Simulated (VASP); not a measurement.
A convergence study with VASP on InSb (zinc blende): one setting is varied, all else stays as given below, so the limit is that of these other settings. Each run relaxes cell and ions from the cell shown. The basis is that of the starting cell, so low cut-offs carry a Pulay error.

```yaml
crystal:
  lattice:
    - [0.00000, 3.24000, 3.24000]
    - [3.24000, 0.00000, 3.24000]
    - [3.24000, 3.24000, 0.00000]
  atoms:
    - { symbol: In, position: [0.00000, 0.00000, 0.00000] }
    - { symbol: Sb, position: [0.25000, 0.25000, 0.25000] }
```

All values below come from PBE GGA, VASP's PBE PAW potentials (set 64) (plane waves; VASP). The tightest run used: 700 eV cut-off, 6×6×6 Γ-centred mesh, Gaussian smearing of 0.050 eV, potentials In_d Sb.

### Question
The settings run are ENCUT = 200; ENCUT = 250; ENCUT = 300; ENCUT = 350; ENCUT = 400; ENCUT = 450; ENCUT = 500; ENCUT = 550; ENCUT = 600; ENCUT = 650; ENCUT = 700. From which on does the relaxed volume stay within 0.05 Å³/atom of the tightest run?

### Answer
From ENCUT = 450 on: it is off by 0.006 there and by no more than 0.05 in any finer run, while ENCUT = 400 is off by 0.085.
| setting | relaxed volume (Å³/atom) | E (eV/atom) | plane waves | difference judged (Å³/atom) |
|---|---|---|---|---|
| ENCUT = 200 | 32.391 | -3.4077 | 447 | 4.170 |
| ENCUT = 250 | 36.192 | -3.4621 | 624 | 0.370 |
| ENCUT = 300 | 36.433 | -3.4631 | 821 | 0.129 |
| ENCUT = 350 | 36.335 | -3.4619 | 1020 | 0.227 |
| ENCUT = 400 | 36.477 | -3.4651 | 1258 | 0.085 |
| ENCUT = 450 | 36.555 | -3.4663 | 1488 | 0.006 |
| ENCUT = 500 | 36.550 | -3.4659 | 1759 | 0.012 |
| ENCUT = 550 | 36.538 | -3.4657 | 2012 | 0.024 |
| ENCUT = 600 | 36.546 | -3.4659 | 2285 | 0.016 |
| ENCUT = 650 | 36.558 | -3.4662 | 2637 | 0.003 |
| ENCUT = 700 | 36.562 | -3.4662 | 2884 | 0.000 |

Left out are rungs that failed or repeat a setting and relaxations that didn't move; long series are thinned to 24 rows.

The compound is InSb in the zinc blende structure.
